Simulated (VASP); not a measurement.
Ti2RuC3:

```
Ti Ru C
1.0
     5.47193    0.00000    0.00000
    -2.73596    4.73883    0.00000
     0.00000    0.00000    2.86386
Ti Ru C
2 1 3
Direct
  0.33333 0.66667 0.00000
  0.66667 0.33333 0.00000
  0.00000 0.00000 0.00000
  0.50000 0.00000 0.50000
  0.50000 0.50000 0.50000
  0.00000 0.50000 0.50000
```

The cell was built by a generator and needn't be a form met in nature.

| Item | Value |
| --- | --- |
| Program | VASP 6.6.1 |
| Task | relaxation of cell and atoms |
| Functional | PBE |
| Potentials or basis | VASP PAW PBE potentials, release 64 (Ti_sv, Ru_pv, C) |
| Cutoff | 520 eV |
| k mesh | 4 × 4 × 6 |
| Occupations | gaussian, width 0.15 eV |
| Spin | no spin polarisation |

At the start: pressure -12.4 GPa; volume 12.38 Å³/atom.

How do energy, volume and symmetry change on relaxing?

Over 4 steps the energy falls by 89.1 meV/atom and the volume is 11.17 Å³/atom (-9.7 %); space group P6/mmm (No. 191, to 0.05 Å).

The path:
| step | energy change (eV) | largest force (eV/Å) | pressure (GPa) | volume (Å³) |
| --- | --- | --- | --- | --- |
| 1 | 0.0000 | 0.0000 | -12.41 | 74.26 |
| 2 | -0.3042 | 0.0000 | 12.50 | 64.36 |
| 3 | -0.3677 | 0.0000 | 3.97 | 67.19 |
| 4 | -0.5349 | 0.0000 | 0.39 | 67.04 |

Final structure:
```xyz
6
Lattice="5.1034 0.0000 0.0000 -2.5517 4.4197 0.0000 0.0000 0.0000 2.9722" Properties=species:S:1:pos:R:3 pbc="T T T"
Ti    0.0000    2.9464    0.0000
Ti    2.5517    1.4732    2.9722
Ru    0.0000    0.0000    0.0000
C     2.5517    0.0000    1.4861
C     1.2758    2.2098    1.4861
C    -1.2758    2.2098    1.4861
```

Caveat: the k mesh is coarse (spacing up to 0.37 Å⁻¹), so the values aren't converged.
